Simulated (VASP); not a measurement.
Energy against volume of Sn (beta). All values below come from rev-vdW-DF2, VASP's PBE PAW potentials (set 64) (plane waves; VASP). Run with 520 eV cut-off, 13×13×13 Γ-centred mesh, first-order Methfessel-Paxton smearing of 0.10 eV, potentials Sn_d.

Shape and ions are relaxed at each volume.

```tsv
V (Å³/atom)	E (eV/atom)
26.222	-0.97495
27.059	-0.98864
27.896	-0.99293
28.733	-0.98943
```

Task: Fit these four points and predict the energy of the run at 29.570 Å³/atom.

Result: A cubic in V^(−2/3), the third-order Birch-Murnaghan form, passes through the four points with V0 = 27.91 Å³/atom and B0 = 49 GPa, and gives -0.9795 eV/atom there. The run gave -0.9794 eV/atom, +0.0 meV/atom from the fit; all five points give B0 = 50 GPa.

The compound is Sn in the beta structure. It was relaxed first.
